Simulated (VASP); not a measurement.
Energy against volume of GaAs (zinc blende). Method: AM05 GGA, VASP's PBE PAW potentials (set 64) (plane waves; VASP). Settings: 520 eV cut-off, 8×8×8 Γ-centred mesh, Gaussian smearing of 0.050 eV, potentials Ga_d As.

```csv
V (Å³/atom),E (eV/atom)
22.109,-4.29389
22.793,-4.29844
23.477,-4.29438
24.161,-4.28306
```

Fit these four points and predict the energy of the run at 21.425 Å³/atom.

A cubic in V^(−2/3), the third-order Birch-Murnaghan form, passes through the four points with V0 = 22.79 Å³/atom and B0 = 67 GPa, and gives -4.2791 eV/atom there. The run gave -4.2791 eV/atom, +0.0 meV/atom from the fit; all five points give B0 = 67 GPa.

The compound is GaAs in the zinc blende structure. It was relaxed first.
